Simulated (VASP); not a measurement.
PtSe2:

```
Pt Se
1.0
     3.72400    0.00000    0.00000
    -1.86200    3.22508    0.00000
     0.00000    0.00000    5.06200
Pt Se
1 2
Direct
  0.00000 0.00000 0.00000
  0.33333 0.66667 0.25000
  0.66667 0.33333 0.75000
```

| Item | Value |
| --- | --- |
| Program | VASP 6.6.1 |
| Task | relaxation of cell and atoms |
| Functional | PBE |
| Dispersion | D3(BJ) |
| Potentials or basis | VASP PAW PBE potentials, release 64 (Pt, Se) |
| Cutoff | 700 eV |
| k mesh | 9 × 9 × 6 |
| Occupations | gaussian, width 0.02 eV |
| Spin | no spin polarisation |

At the start: pressure 3.5 GPa; volume 20.27 Å³/atom.

Question: Where does the relaxation end?

Answer: Over 15 steps the energy falls by 16.5 meV/atom and the volume is 19.79 Å³/atom (-2.3 %); space group P-3m1 (No. 164, to 0.05 Å).

Step by step:
```tsv
step	energy change (eV)	largest force (eV/Å)	pressure (GPa)	volume (Å³)
1	0.0000	0.6172	3.48	60.80
2	0.0314	0.3962	-5.85	64.75
3	-0.0240	0.1825	-0.59	62.31
4	-0.0240	0.1905	-0.51	62.28
5	-0.0293	0.1608	-0.44	61.90
6	-0.0410	0.0666	-0.11	60.76
7	-0.0415	0.1534	0.95	58.52
8	-0.0456	0.0176	0.35	59.71
9	-0.0467	0.1417	-1.26	59.94
10	-0.0478	0.0913	-0.60	59.85
11	-0.0493	0.0184	0.09	59.28
12	-0.0494	0.0021	-0.04	59.39
13	-0.0494	0.0038	-0.05	59.40
14	-0.0494	0.0030	0.07	59.37
15	-0.0494	0.0005	0.00	59.38
```

Final structure:
```
CELL_PARAMETERS angstrom
3.76953 0.00000 0.00000
-1.88477 3.26451 0.00000
0.00000 0.00000 4.82577
ATOMIC_POSITIONS crystal
Pt 0.00000 0.00000 0.00000
Se 0.33333 0.66667 0.26573
Se 0.66667 0.33333 0.73427
```

Caveat: pairwise dispersion overbinds metals, which lowers pressure and volume.
